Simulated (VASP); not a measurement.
# TiO2 (Rutile): what each functional gives, and what it costs, part 3 of 5

Which functional reproduces the measured band gap of TiO2 (Rutile), and what does it cost? The start is a cell from a database of measured crystal structures.

VASP 6.6.1, plane waves and PAW; the level of theory is named at each step.

So far, least gap on mesh and path (eV): step 2 (bands, level LDA) 1.77; step 3 (bands, level PBE) 1.87; step 4 (bands, level r2SCAN) 2.24.

**5. Bands with TB-mBJ**

This step: TB-mBJ; plane waves and PAW (Ti_sv, O) (VASP 6.6.1).

TB-mBJ is a local potential fitted to gaps: it costs far less than a hybrid but gives no energy.

The input, INCAR:

```
SYSTEM = TiO2
PREC = Accurate
ENCUT = 520
EDIFF = 1E-06
NELM = 150
ISMEAR = 0
SIGMA = 0.02
LREAL = .FALSE.
ALGO = Normal
METAGGA = MBJ
LASPH = .TRUE.
NBANDS = 40
LORBIT = 11
LWAVE = .FALSE.
LCHARG = .FALSE.
KPAR = 4
NCORE = 2
```

The input, POSCAR:

```
TiO2
1.0
    4.5922000000      0.0000000000      0.0000000000
    0.0000000000      4.5922000000      0.0000000000
    0.0000000000      0.0000000000      2.9574000000
Ti O
2 4
Direct
    0.0000000000      0.0000000000      0.0000000000
    0.5000000000      0.5000000000      0.5000000000
    0.3049600000      0.3049600000      0.0000000000
    0.1950400000      0.8049600000      0.5000000000
    0.6950400000      0.6950400000      0.0000000000
    0.8049600000      0.1950400000      0.5000000000
```

The input, KPOINTS:

```
Automatic mesh
0
Gamma
3 3 5
0 0 0
```

The input, KPOINTS_OPT:

```
Line mode
16
Line-mode
Reciprocal
  0.00000000   0.00000000   0.00000000 GAMMA
  0.00000000   0.50000000   0.00000000 X

  0.00000000   0.50000000   0.00000000 X
  0.50000000   0.50000000   0.00000000 M

  0.50000000   0.50000000   0.00000000 M
  0.00000000   0.00000000   0.00000000 GAMMA

  0.00000000   0.00000000   0.00000000 GAMMA
  0.00000000   0.00000000   0.50000000 Z

  0.00000000   0.00000000   0.50000000 Z
  0.00000000   0.50000000   0.50000000 R

  0.00000000   0.50000000   0.50000000 R
  0.50000000   0.50000000   0.50000000 A

  0.50000000   0.50000000   0.50000000 A
  0.00000000   0.00000000   0.50000000 Z

  0.00000000   0.50000000   0.00000000 X
  0.00000000   0.50000000   0.50000000 R

  0.50000000   0.50000000   0.00000000 M
  0.50000000   0.50000000   0.50000000 A
```

The projector-augmented-wave data sets are Ti_sv and O (PBE family, release 64).

Command:

```
> mpirun -np 8 vasp_std
```

Output:

```text
[... set-up lines as in an earlier step ...]
 entering main loop
       N       E                     dE             d eps       ncg     rms          rms(c)
DAV:   1     0.802276502410E+03    0.80228E+03   -0.22675E+04   720   0.140E+03
DAV:   2     0.178739113538E+03   -0.62354E+03   -0.56860E+03   736   0.443E+02
DAV:   3     0.985255242547E+02   -0.80214E+02   -0.78620E+02  1016   0.158E+02
DAV:   4     0.936757497414E+02   -0.48498E+01   -0.48239E+01  1088   0.333E+01
[...]
DAV:  58     0.120714967225E+03   -0.36547E-04   -0.13961E-10   360   0.140E-04    0.269E-05
DAV:  59     0.120714961828E+03   -0.53967E-05   -0.96177E-11   360   0.773E-05    0.732E-06
DAV:  60     0.120714962496E+03    0.66799E-06   -0.99913E-12   360   0.323E-05
   1 F= 0.12071496E+03 E0= 0.12071496E+03  d E =-.491923E-24
 Start KPOINTS_OPT (optional k-point list driver)
k-point batch [1-9\144]
       N       E                     dE             ncg
DAV:   1     0.742945226053E+03   -0.93996E+03      728
DAV:   2    -0.451698334261E+04   -0.52599E+04      784
DAV:   3    -0.515254849248E+04   -0.63557E+03      928
DAV:   4    -0.519509047186E+04   -0.42542E+02     1144
[...]
DAV:   8    -0.519660614564E+04   -0.65723E-04      840
DAV:   9    -0.519660614930E+04   -0.36622E-05      584
DAV:  10    -0.519660614950E+04   -0.20325E-06      584
[...]
k-point batch [136-144\144]
       N       E                     dE             ncg
DAV:   1     0.685075679281E+03   -0.16019E+05      720
DAV:   2    -0.455908710439E+04   -0.52442E+04      776
DAV:   3    -0.517322670656E+04   -0.61414E+03      960
DAV:   4    -0.521916439866E+04   -0.45938E+02     1200
[...]
DAV:   8    -0.522081204694E+04   -0.56703E-04      816
DAV:   9    -0.522081204991E+04   -0.29679E-05      520
DAV:  10    -0.522081205008E+04   -0.17359E-06      608
```

It took 2.2 min on 8 MPI ranks of AMD EPYC 7R43, shared host; peak memory 1.3 GiB; 14 min of CPU time.

OUTCAR, selected parts (step 5):

```text
  Total     -191.4944658   -191.4944658   -193.3332761     -0.0000000      0.0000000      0.0000000
  in kB    -4919.4341627  -4919.4341627  -4966.6726351     -0.0000000      0.0000000      0.0000000
  external PRESSURE =   -4935.1803202 kB  Pullay stress =       0.0000000 kB

 POSITION                                       TOTAL-FORCE (eV/Angst)
 -----------------------------------------------------------------------------------
      0.00000      0.00000      0.00000         0.000000     -0.000000      0.000000
      2.29610      2.29610      1.47870         0.000000     -0.000000      0.000000
      1.40044      1.40044      0.00000        -0.207854     -0.207854     -0.000000
      0.89566      3.69654      1.47870         0.207854     -0.207854      0.000000
      3.19176      3.19176      0.00000         0.207854      0.207854      0.000000
      3.69654      0.89566      1.47870        -0.207854      0.207854      0.000000
 -----------------------------------------------------------------------------------
    total drift:                                0.000000      0.000000     -0.000000

  FREE ENERGIE OF THE ION-ELECTRON SYSTEM (eV)
  ---------------------------------------------------
  free  energy   TOTEN  =       120.7149624964 eV

  energy  without entropy=      120.7149624964  energy(sigma->0) =      120.71496250

[... 2 parts as in an earlier step ...]

[... 1 further part left out ...]
[key lines of the parts left out:]
E-fermi :   5.7047
```

This functional is a potential without an energy, so its energies, forces and stress mean nothing and are not read.

Electronic bands along the path, in eV, zero at the valence-band top; v1 is the highest filled band, c1 the lowest empty one:

```csv
point,v4,v3,v2,v1,c1,c2,c3,c4
Γ,-0.86,-0.53,-0.53,0.00,2.75,3.09,3.29,3.29
0.53 of the way,-1.43,-1.18,-0.85,-0.25,3.06,3.52,3.53,3.59
X,-1.64,-1.64,-0.70,-0.70,3.46,3.46,3.80,3.80
0.47 of the way,-1.53,-1.53,-0.97,-0.97,3.17,3.17,3.57,3.57
M,-1.40,-1.40,-1.10,-1.10,2.74,2.74,3.31,3.31
0.53 of the way,-1.52,-1.20,-0.98,-0.35,2.80,3.30,3.55,3.80
Γ,-0.86,-0.53,-0.53,0.00,2.75,3.09,3.29,3.29
0.53 of the way,-1.68,-1.52,-1.52,-0.48,3.18,3.32,3.71,3.86
Z,-1.98,-1.98,-1.35,-1.35,3.74,3.74,4.01,4.01
0.47 of the way,-1.61,-1.61,-1.47,-1.47,3.35,3.35,4.02,4.02
R,-1.83,-1.83,-1.01,-1.01,2.89,2.89,4.03,4.03
0.47 of the way,-1.40,-1.40,-0.90,-0.90,3.10,3.10,4.05,4.05
A,-1.16,-1.16,-0.71,-0.71,3.47,3.47,4.03,4.03
0.53 of the way,-1.62,-1.51,-1.29,-1.15,3.06,3.62,3.98,4.01
Z,-1.98,-1.98,-1.35,-1.35,3.74,3.74,4.01,4.01
jump to X,-1.64,-1.64,-0.70,-0.70,3.46,3.46,3.80,3.80
0.47 of the way,-1.94,-1.94,-0.76,-0.76,3.46,3.46,4.01,4.01
R,-1.83,-1.83,-1.01,-1.01,2.89,2.89,4.03,4.03
jump to M,-1.40,-1.40,-1.10,-1.10,2.74,2.74,3.31,3.31
0.53 of the way,-1.51,-1.51,-1.28,-1.28,3.54,3.54,3.71,3.71
A,-1.16,-1.16,-0.71,-0.71,3.47,3.47,4.03,4.03
```

Of the projections kept (Ti, O), the largest for each band there; the rest of the weight can lie on other orbitals:

```csv
point,v4,v3,v2,v1,c1,c2,c3,c4
Γ,O 0.96,O 0.99,O 0.99,O 0.97,Ti 1.00,Ti 0.93,Ti 1.00,Ti 1.00
X,O 0.87,O 0.87,O 0.97,O 0.97,Ti 0.91,Ti 0.91,Ti 0.94,Ti 0.94
M,O 0.93,O 0.93,O 0.95,O 0.95,Ti 0.98,Ti 0.98,Ti 1.00,Ti 1.00
Γ,O 0.96,O 0.99,O 0.99,O 0.97,Ti 1.00,Ti 0.93,Ti 1.00,Ti 1.00
Z,O 0.89,O 0.89,O 0.89,O 0.89,Ti 0.90,Ti 0.90,Ti 0.98,Ti 0.98
R,O 0.79,O 0.79,O 0.99,O 0.99,Ti 0.99,Ti 0.99,Ti 0.98,Ti 0.98
```

The gap is 2.74 eV, indirect, from Γ to M. The direct gap lies only 0.008 eV higher. Against LDA that is +0.96 eV; this run took 2.0 times the core time. The gap lies -0.29 eV from the measured 3.03 eV.

**6. Bands with AM05**

This step: AM05; plane waves and PAW (Ti_sv, O) (VASP 6.6.1).

AM05 is built from the electron gas and the surface model, and does well on lattice constants.

The input, INCAR:

```
SYSTEM = TiO2
PREC = Accurate
ENCUT = 520
EDIFF = 1E-06
NELM = 100
ISMEAR = 0
SIGMA = 0.02
LREAL = .FALSE.
ALGO = Normal
GGA = AM
NBANDS = 40
LASPH = .TRUE.
LORBIT = 11
LWAVE = .FALSE.
LCHARG = .FALSE.
KPAR = 4
NCORE = 2
```

POSCAR is that of step 5.

KPOINTS is that of step 5.

KPOINTS_OPT is that of step 5.

Command:

```
> mpirun -np 8 vasp_std
```

Output:

```text
[banner, memory and clock lines left out]
running    8 mpi-ranks, on    1 nodes
[...]
[... a notice as in an earlier step ...]

 LDA part: xc-table for (Slater+PW92), standard interpolation
 POSCAR, INCAR and KPOINTS ok, starting setup
[...]
entering main loop
       N       E                     dE             d eps       ncg     rms          rms(c)
DAV:   1     0.631744733406E+03    0.63174E+03   -0.23149E+04   720   0.142E+03
DAV:   2     0.128910035328E+02   -0.61885E+03   -0.56153E+03   720   0.445E+02
DAV:   3    -0.660815770325E+02   -0.78973E+02   -0.77142E+02   920   0.158E+02
DAV:   4    -0.709690201541E+02   -0.48874E+01   -0.48623E+01  1064   0.337E+01
[...]
DAV:  15    -0.547298190983E+02   -0.13405E-04   -0.63872E-05   800   0.559E-02    0.449E-02
DAV:  16    -0.547298021211E+02    0.16977E-04   -0.17742E-05   952   0.621E-02    0.119E-02
DAV:  17    -0.547298027283E+02   -0.60723E-06   -0.30171E-06   832   0.113E-02
   1 F= -.54729803E+02 E0= -.54729803E+02  d E =-.830726E-65
 Start KPOINTS_OPT (optional k-point list driver)
k-point batch [1-9\144]
       N       E                     dE             ncg
DAV:   1     0.430269436087E+03   -0.12526E+04      728
DAV:   2    -0.465951073380E+04   -0.50898E+04      768
DAV:   3    -0.528848520138E+04   -0.62897E+03      936
DAV:   4    -0.532778764294E+04   -0.39302E+02     1040
DAV:   5    -0.532902538778E+04   -0.12377E+01      840
DAV:   6    -0.532905315779E+04   -0.27770E-01      928
DAV:   7    -0.532905377043E+04   -0.61263E-03      880
DAV:   8    -0.532905377610E+04   -0.56721E-05      872
DAV:   9    -0.532905377615E+04   -0.56024E-07      488
[...]
k-point batch [136-144\144]
       N       E                     dE             ncg
DAV:   1     0.380499403238E+03   -0.16323E+05      720
DAV:   2    -0.469875801431E+04   -0.50793E+04      744
DAV:   3    -0.531809491551E+04   -0.61934E+03      968
DAV:   4    -0.536089472773E+04   -0.42800E+02     1016
DAV:   5    -0.536234303380E+04   -0.14483E+01      888
DAV:   6    -0.536236024373E+04   -0.17210E-01      920
DAV:   7    -0.536236045288E+04   -0.20915E-03      904
DAV:   8    -0.536236045653E+04   -0.36584E-05      760
DAV:   9    -0.536236045659E+04   -0.59805E-07      512
```

The job ended after 79 s (8 MPI ranks; peak memory 1.2 GiB; 8.4 min of CPU time).

Parts of OUTCAR (step 6):

```text
  Total        0.0289295      0.0289295     -0.7345465      0.0000000      0.0000000      0.0000000
  in kB        0.7431896      0.7431896    -18.8702738      0.0000000      0.0000000      0.0000000
  external PRESSURE =      -5.7946315 kB  Pullay stress =       0.0000000 kB

 POSITION                                       TOTAL-FORCE (eV/Angst)
 -----------------------------------------------------------------------------------
      0.00000      0.00000      0.00000         0.000000      0.000000      0.000000
      2.29610      2.29610      1.47870         0.000000      0.000000      0.000000
      1.40044      1.40044      0.00000        -0.020200     -0.020200      0.000000
      0.89566      3.69654      1.47870         0.020200     -0.020200      0.000000
      3.19176      3.19176      0.00000         0.020200      0.020200     -0.000000
      3.69654      0.89566      1.47870        -0.020200      0.020200     -0.000000
 -----------------------------------------------------------------------------------
    total drift:                                0.000000      0.000000     -0.000000

  FREE ENERGIE OF THE ION-ELECTRON SYSTEM (eV)
  ---------------------------------------------------
  free  energy   TOTEN  =       -54.7298027283 eV

  energy  without entropy=      -54.7298027283  energy(sigma->0) =      -54.72980273

[... 2 parts as in an earlier step ...]

[... 1 further part left out ...]
[key lines of the parts left out:]
E-fermi :   5.0329
```

Electronic bands along the path, in eV, zero at the valence-band top; v1 is the highest filled band, c1 the lowest empty one:

```csv
point,v4,v3,v2,v1,c1,c2,c3,c4
Γ,-0.70,-0.44,-0.44,0.00,1.83,2.14,2.38,2.46
0.53 of the way,-1.55,-1.11,-0.85,-0.27,2.16,2.49,2.72,2.79
X,-1.65,-1.65,-0.75,-0.75,2.52,2.52,2.99,2.99
0.47 of the way,-1.50,-1.50,-1.07,-1.07,2.27,2.27,2.76,2.76
M,-1.31,-1.31,-1.06,-1.06,1.87,1.87,2.48,2.48
0.53 of the way,-1.68,-1.11,-1.06,-0.35,1.91,2.47,2.56,2.99
Γ,-0.70,-0.44,-0.44,0.00,1.83,2.14,2.38,2.46
0.53 of the way,-1.74,-1.60,-1.60,-0.56,2.20,2.55,2.87,3.18
Z,-2.39,-2.39,-1.43,-1.43,2.94,2.94,3.13,3.13
0.47 of the way,-1.85,-1.85,-1.63,-1.63,2.48,2.48,3.14,3.14
R,-2.07,-2.07,-1.04,-1.04,1.86,1.86,3.16,3.16
0.47 of the way,-1.57,-1.57,-0.90,-0.90,2.10,2.10,3.17,3.17
A,-1.29,-1.29,-0.68,-0.68,2.56,2.56,3.18,3.18
0.53 of the way,-1.92,-1.67,-1.40,-1.29,2.11,2.77,3.15,3.15
Z,-2.39,-2.39,-1.43,-1.43,2.94,2.94,3.13,3.13
jump to X,-1.65,-1.65,-0.75,-0.75,2.52,2.52,2.99,2.99
0.47 of the way,-2.03,-2.03,-0.82,-0.82,2.57,2.57,3.15,3.15
R,-2.07,-2.07,-1.04,-1.04,1.86,1.86,3.16,3.16
jump to M,-1.31,-1.31,-1.06,-1.06,1.87,1.87,2.48,2.48
0.53 of the way,-1.76,-1.76,-1.28,-1.28,2.71,2.71,2.89,2.89
A,-1.29,-1.29,-0.68,-0.68,2.56,2.56,3.18,3.18
```

Of the projections kept (Ti, O), the largest for each band there; the rest of the weight can lie on other orbitals:

```csv
point,v4,v3,v2,v1,c1,c2,c3,c4
Γ,O 0.96,O 0.99,O 0.99,O 0.95,Ti 0.98,Ti 0.90,Ti 0.96,Ti 1.00
X,O 0.83,O 0.83,O 0.96,O 0.96,Ti 0.87,Ti 0.87,Ti 0.91,Ti 0.91
M,O 0.93,O 0.93,O 0.94,O 0.94,Ti 0.96,Ti 0.96,Ti 1.00,Ti 1.00
Γ,O 0.96,O 0.99,O 0.99,O 0.95,Ti 0.98,Ti 0.90,Ti 0.96,Ti 1.00
Z,O 0.83,O 0.83,O 0.87,O 0.87,Ti 0.85,Ti 0.85,Ti 0.96,Ti 0.96
R,O 0.74,O 0.74,O 0.99,O 0.99,Ti 0.99,Ti 0.99,Ti 0.97,Ti 0.97
```

The gap is 1.83 eV, direct at Γ. Against LDA that is +0.05 eV; this run took 1.2 times the core time. The gap lies -1.20 eV from the measured 3.03 eV.

**7. Bands with TPSS**

This step: TPSS; plane waves and PAW (Ti_sv, O) (VASP 6.6.1).

TPSS is an older meta-GGA.

INCAR: that of step 6 with these lines changed.

```diff
@@ -9,5 +9,5 @@
 ALGO = Normal
-GGA = AM
+METAGGA = TPSS
+LASPH = .TRUE.
 NBANDS = 40
-LASPH = .TRUE.
 LORBIT = 11
```

POSCAR is that of step 6.

KPOINTS is that of step 6.

KPOINTS_OPT is that of step 6.

Command:

```
> mpirun -np 8 vasp_std
```

Output:

```text
[... set-up lines as in an earlier step ...]
 entering main loop
       N       E                     dE             d eps       ncg     rms          rms(c)
DAV:   1     0.612411241028E+03    0.61241E+03   -0.23099E+04   720   0.143E+03
DAV:   2     0.126330483638E+02   -0.59978E+03   -0.54957E+03   720   0.446E+02
DAV:   3    -0.638030573566E+02   -0.76436E+02   -0.73484E+02   968   0.154E+02
DAV:   4    -0.705166358835E+02   -0.67136E+01   -0.66119E+01  1088   0.357E+01
[...]
DAV:  22    -0.768679887336E+02    0.52096E-05   -0.12241E-04  1128   0.548E-02    0.678E-03
DAV:  23    -0.768679961587E+02   -0.74252E-05   -0.17754E-05  1136   0.198E-02    0.974E-03
DAV:  24    -0.768679964879E+02   -0.32918E-06   -0.59346E-07   584   0.424E-03
   1 F= -.76867996E+02 E0= -.76867996E+02  d E =-.274850E-50
 Start KPOINTS_OPT (optional k-point list driver)
k-point batch [1-9\144]
       N       E                     dE             ncg
DAV:   1     0.352756043172E+03   -0.13302E+04      728
DAV:   2    -0.483477378553E+04   -0.51875E+04      768
DAV:   3    -0.547406700555E+04   -0.63929E+03      944
DAV:   4    -0.551231280171E+04   -0.38246E+02     1032
DAV:   5    -0.551347566641E+04   -0.11629E+01      824
DAV:   6    -0.551350708126E+04   -0.31415E-01      968
DAV:   7    -0.551350792756E+04   -0.84630E-03      872
DAV:   8    -0.551350793195E+04   -0.43897E-05      808
DAV:   9    -0.551350793201E+04   -0.56944E-07      512
[...]
k-point batch [136-144\144]
       N       E                     dE             ncg
DAV:   1     0.301561393648E+03   -0.16402E+05      720
DAV:   2    -0.487510283516E+04   -0.51767E+04      744
DAV:   3    -0.550452241092E+04   -0.62942E+03      968
DAV:   4    -0.554612660062E+04   -0.41604E+02      992
DAV:   5    -0.554754942698E+04   -0.14228E+01      872
DAV:   6    -0.554756635035E+04   -0.16923E-01      944
DAV:   7    -0.554756654114E+04   -0.19079E-03      896
DAV:   8    -0.554756654411E+04   -0.29716E-05      712
DAV:   9    -0.554756654417E+04   -0.58616E-07      504
```

The job ended after 4.3 min (8 MPI ranks; peak memory 1.1 GiB).

From OUTCAR (step 7):

```text
  Total        1.8507207      1.8507207      2.2793925      0.0000000      0.0000000      0.0000000
  in kB       47.5444488     47.5444488     58.5568941      0.0000000      0.0000000      0.0000000
  external PRESSURE =      51.2152639 kB  Pullay stress =       0.0000000 kB

 POSITION                                       TOTAL-FORCE (eV/Angst)
 -----------------------------------------------------------------------------------
      0.00000      0.00000      0.00000        -0.000000      0.000000     -0.000000
      2.29610      2.29610      1.47870        -0.000000      0.000000     -0.000000
      1.40044      1.40044      0.00000        -0.122302     -0.122302     -0.000000
      0.89566      3.69654      1.47870         0.122302     -0.122302     -0.000000
      3.19176      3.19176      0.00000         0.122302      0.122302      0.000000
      3.69654      0.89566      1.47870        -0.122302      0.122302      0.000000
 -----------------------------------------------------------------------------------
    total drift:                                0.000000      0.000000     -0.000000

  FREE ENERGIE OF THE ION-ELECTRON SYSTEM (eV)
  ---------------------------------------------------
  free  energy   TOTEN  =       -76.8679964879 eV

  energy  without entropy=      -76.8679964879  energy(sigma->0) =      -76.86799649

[... 2 parts as in an earlier step ...]

[... 1 further part left out ...]
[key lines of the parts left out:]
E-fermi :   4.9851
```

At this level the cell is under a pressure of 5.1 GPa, so at these settings it is away from equilibrium.

The electronic bands at the labelled points (eV, zero at the valence-band top; v1 is the highest filled band, c1 the lowest empty one):

```csv
point,v4,v3,v2,v1,c1,c2,c3,c4
Γ,-0.74,-0.47,-0.47,0.00,1.98,2.29,2.50,2.59
0.53 of the way,-1.58,-1.14,-0.87,-0.28,2.30,2.64,2.84,2.92
X,-1.69,-1.69,-0.77,-0.77,2.66,2.66,3.12,3.12
0.47 of the way,-1.54,-1.54,-1.09,-1.09,2.41,2.41,2.89,2.89
M,-1.36,-1.36,-1.09,-1.09,2.02,2.02,2.61,2.61
0.53 of the way,-1.72,-1.16,-1.07,-0.37,2.06,2.60,2.71,3.11
Γ,-0.74,-0.47,-0.47,0.00,1.98,2.29,2.50,2.59
0.53 of the way,-1.78,-1.63,-1.63,-0.57,2.33,2.69,3.01,3.29
Z,-2.41,-2.41,-1.47,-1.47,3.07,3.07,3.28,3.28
0.47 of the way,-1.87,-1.87,-1.65,-1.65,2.60,2.60,3.30,3.30
R,-2.07,-2.07,-1.07,-1.07,2.00,2.00,3.31,3.31
0.47 of the way,-1.59,-1.59,-0.93,-0.93,2.23,2.23,3.32,3.32
A,-1.30,-1.30,-0.70,-0.70,2.68,2.68,3.31,3.31
0.53 of the way,-1.94,-1.68,-1.42,-1.32,2.23,2.89,3.30,3.30
Z,-2.41,-2.41,-1.47,-1.47,3.07,3.07,3.28,3.28
jump to X,-1.69,-1.69,-0.77,-0.77,2.66,2.66,3.12,3.12
0.47 of the way,-2.06,-2.06,-0.83,-0.83,2.70,2.70,3.28,3.28
R,-2.07,-2.07,-1.07,-1.07,2.00,2.00,3.31,3.31
jump to M,-1.36,-1.36,-1.09,-1.09,2.02,2.02,2.61,2.61
0.53 of the way,-1.77,-1.77,-1.32,-1.32,2.85,2.85,3.01,3.01
A,-1.30,-1.30,-0.70,-0.70,2.68,2.68,3.31,3.31
```

Of the projections kept (Ti, O), the largest for each band there; the rest of the weight can lie on other orbitals:

```csv
point,v4,v3,v2,v1,c1,c2,c3,c4
Γ,O 0.96,O 0.99,O 0.99,O 0.95,Ti 0.99,Ti 0.90,Ti 0.96,Ti 1.00
X,O 0.84,O 0.84,O 0.96,O 0.96,Ti 0.88,Ti 0.88,Ti 0.92,Ti 0.92
M,O 0.93,O 0.93,O 0.94,O 0.94,Ti 0.96,Ti 0.96,Ti 1.00,Ti 1.00
Γ,O 0.96,O 0.99,O 0.99,O 0.95,Ti 0.99,Ti 0.90,Ti 0.96,Ti 1.00
Z,O 0.83,O 0.83,O 0.88,O 0.88,Ti 0.85,Ti 0.85,Ti 0.96,Ti 0.96
R,O 0.75,O 0.75,O 0.99,O 0.99,Ti 0.99,Ti 0.99,Ti 0.97,Ti 0.97
```

The gap is 1.98 eV, direct at Γ. Against LDA that is +0.20 eV; this run took 4.0 times the core time. The gap lies -1.05 eV from the measured 3.03 eV.

(Continued in part 4 of 5.)

[Lines on the potential files, build, host, timing and source positions are cut from VASP's logs without a mark.]

[Logs are printed without paths, hosts, clocks, repeated set-up lines and the standing remarks that a program may print on its own settings, such as how far it seeks lower states.]

[Hosts, paths, dates, database ids (printed as entryN), source tags and the programs' standing remarks are cut or masked in the printed files.]

[A measured line is paired with the nearest computed mode of its activity, which favours agreement.]
